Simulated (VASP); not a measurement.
Computed with RPBE GGA, VASP's PBE PAW potentials (set 64) (plane waves; VASP).

Input for VASP

File KPOINTS:
```
kpoints
0
gamma
  8 8 8
0 0 0
```

### POSCAR
```
KF
5.5779250
  0.0000000000   0.5000000129   0.5000000129
  0.5000000129   0.0000000000   0.5000000129
  0.5000000129   0.5000000129   0.0000000000
K F
1 1
Cartesian
  0.0000000000   0.0000000000   0.0000000000
  0.5000000129   0.5000000129   0.5000000129
```

INCAR:
```
LWAVE=F
GGA=RP   ! RPBE
ISIF=2
PREC=Accurate
LASPH=T   ! aspherical one-centre terms
SYSTEM=KF
ALGO=Normal   ! blocked Davidson
SIGMA=0.05
NELM=100
ISMEAR=0   ! Gaussian
ENCUT=520
LREAL=F   ! projection in real space or not
EDIFF=1E-7   ! SCF stop (eV)
LCHARG=F
```

POTCAR, in this order: K_sv F (PBE.64 set). Program: vasp_std.

What VASP printed:

### OSZICAR
```
       N       E                     dE             d eps       ncg     rms          rms(c)
DAV:   1     0.114822612364E+03    0.11482E+03   -0.83304E+03   696   0.127E+03
DAV:   2    -0.451587135395E+01   -0.11934E+03   -0.11050E+03   900   0.326E+02
DAV:   3    -0.912947036480E+01   -0.46136E+01   -0.45960E+01   900   0.614E+01
DAV:   4    -0.924190985404E+01   -0.11244E+00   -0.11237E+00  1056   0.811E+00
DAV:   5    -0.924289228505E+01   -0.98243E-03   -0.98242E-03   880   0.823E-01    0.636E+00
DAV:   6    -0.791347022296E+01    0.13294E+01   -0.46847E+00   788   0.174E+01    0.305E+00
DAV:   7    -0.790103334028E+01    0.12437E-01   -0.13043E-01   936   0.307E+00    0.183E+00
DAV:   8    -0.791690224969E+01   -0.15869E-01   -0.78086E-02   748   0.327E+00    0.226E-01
DAV:   9    -0.792062344233E+01   -0.37212E-02   -0.89744E-03   864   0.789E-01    0.137E-01
DAV:  10    -0.792185660882E+01   -0.12332E-02   -0.21132E-03   712   0.453E-01    0.695E-02
DAV:  11    -0.792195700628E+01   -0.10040E-03   -0.75414E-04   792   0.228E-01    0.293E-02
DAV:  12    -0.792194473955E+01    0.12267E-04   -0.14313E-04   856   0.933E-02    0.865E-03
DAV:  13    -0.792194705069E+01   -0.23111E-05   -0.17986E-05   760   0.418E-02    0.312E-03
DAV:  14    -0.792194738694E+01   -0.33624E-06   -0.79991E-07   864   0.876E-03    0.803E-04
DAV:  15    -0.792194742708E+01   -0.40139E-07   -0.70746E-08   624   0.253E-03
   1 F= -.79219474E+01 E0= -.79219474E+01  d E =-.377651E-13
```

**OUTCAR**
```
------------------------ aborting loop because EDIFF is reached ----------------------------------------
  FORCE on cell =-STRESS in cart. coord.  units (eV):
  Direction    XX          YY          ZZ          XY          YZ          ZX
  --------------------------------------------------------------------------------------
  Total        0.0114796      0.0114796      0.0114796      0.0000000     -0.0000000      0.0000000
  in kB        0.4239166      0.4239166      0.4239166      0.0000000     -0.0000000      0.0000000
  external PRESSURE =       0.4239166 kB  Pullay stress =       0.0000000 kB
  volume of cell :       43.39
      direct lattice vectors                 reciprocal lattice vectors
     0.000000000  2.788962572  2.788962572    -0.179278132  0.179278132  0.179278132
     2.788962572  0.000000000  2.788962572     0.179278132 -0.179278132  0.179278132
     2.788962572  2.788962572  0.000000000     0.179278132  0.179278132 -0.179278132
  FREE ENERGIE OF THE ION-ELECTRON SYSTEM (eV)
  ---------------------------------------------------
  free  energy   TOTEN  =        -7.9219474271 eV

  energy  without entropy=       -7.9219474271  energy(sigma->0) =       -7.92194743
```
(Selected blocks of OUTCAR.)

The compound is KF in the rock salt structure. It was relaxed first, which changed the volume by +13 %.
